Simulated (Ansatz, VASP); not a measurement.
## One calculation of CsLiCr2Te2S3, two programs

Contents of INCAR:

```
SYSTEM = CsLiCr2Te2S3
PREC = Accurate
ENCUT = 520
EDIFF = 1E-6
ISMEAR = -1
SIGMA = 0.05
LREAL = .FALSE.
LASPH = .TRUE.
NELM = 150
ALGO = Normal
ISIF = 2
LWAVE = .FALSE.
LCHARG = .FALSE.
ISPIN = 2
MAGMOM = 0 0 3 3 0 0 0 0 0
LORBIT = 11
LMAXMIX = 4
GGA = PE
LOPTICS = .TRUE.
NBANDS = 65
NEDOS = 1000
CSHIFT = 0.05
KPAR = 4
```

File KPOINTS:

```
Automatic mesh
0
G
  5 5 4
  0 0 0
```

POSCAR

```
CsLiCr2Te2S3
1.0
    3.4216200000     -5.1806900000      0.0078400000
    3.4216200000      5.1806900000      0.0078400000
   -2.9041100000      0.0000000000      7.4309300000
Cs Li Cr Te S
1 1 2 2 3
Direct
    0.0937400000      0.0937400000      0.0085300000
    0.5887500000      0.5887500000      0.5533600000
    0.0564600000      0.4675500000      0.5579000000
    0.4675500000      0.0564600000      0.5579000000
    0.5648600000      0.8735700000      0.2903500000
    0.8735700000      0.5648600000      0.2903500000
    0.8115100000      0.3969700000      0.7334700000
    0.3969700000      0.8115100000      0.7334700000
    0.2140400000      0.2140400000      0.4837100000
```

File input.yaml:

```yaml
crystal:
  lattice:
    - [3.42162, -5.18069, 0.00784]
    - [3.42162, 5.18069, 0.00784]
    - [-2.90411, 0.0, 7.43093]
  atoms:
    - { symbol: Cs, position: [0.09374, 0.09374, 0.00853] }
    - { symbol: Li, position: [0.58875, 0.58875, 0.55336] }
    - { symbol: Cr, position: [0.05646, 0.46755, 0.5579], spin: 3.0 }
    - { symbol: Cr, position: [0.46755, 0.05646, 0.5579], spin: 3.0 }
    - { symbol: Te, position: [0.56486, 0.87357, 0.29035] }
    - { symbol: Te, position: [0.87357, 0.56486, 0.29035] }
    - { symbol: S, position: [0.81151, 0.39697, 0.73347] }
    - { symbol: S, position: [0.39697, 0.81151, 0.73347] }
    - { symbol: S, position: [0.21404, 0.21404, 0.48371] }
hamiltonian:
  xc: pbe
  pseudopotentials: { kind: paw }
magnetization:
  spin_polarized: true
kpoints:
  mp_grid: { grid: [5, 5, 4] }
scf:
  occupations: { method: fermi_dirac, width: 0.05 }
output:
  forces: true
  stress: true
  eigenvalues: true
```

The cell was built by a generator and needn't be a form met in nature.

Alike in both runs: functional PBE; k mesh 5 × 5 × 4; occupations fermi-dirac, width 0.05 eV; collinear spin, ferromagnetic start.

|  | VASP | Ansatz |
| --- | --- | --- |
| version | VASP 6.6.1 | Ansatz 0.2.0 |
| potentials or method | VASP PAW PBE potentials, release 64 (Cs_sv, Li_sv, Cr_pv, Te, S) | Ansatz PAW |
| plane-wave cutoff (eV) | 520 | 420 |
| valence electrons in the cell | 66 | 90 |
| task | optical spectrum | single point |

Ansatz gave:

```
gap on the k mesh at the Fermi level (eV)                     : none
rms of the force components (eV/Å)                            : 0.005
net moment per atom (μB)                                      : 0.45
size of the moment on the site where the two differ most (μB) : 2.02
```

Task: Which values does VASP return?

Result: gap on the k mesh at the Fermi level (eV): none; rms of the force components (eV/Å): 0.005; net moment per atom (μB): 0.45; size of the moment on the site where the two differ most (μB): 2.27.

Site moments also hang on the region over which each program counts them. Atom by atom the forces differ by 0.003 eV/Å (rms over components). A gap of «none» marks a metal or a gap that the smearing closes. The two sets of potentials don't hold the same shells in valence.

Caveats: only a ferromagnetic start was run, and an antiferromagnetic order may lie lower in energy; spectra need much finer meshes, so this one isn't converged (VASP); independent-particle spectra lack excitons (VASP); the intraband (Drude) part of a metal's response may be missing (VASP). With open d or f shells a metallic result of PBE can be an artefact of self-interaction; +U or a hybrid may open a gap. Spin-orbit coupling is left out, which matters for the levels of Cs, Te.
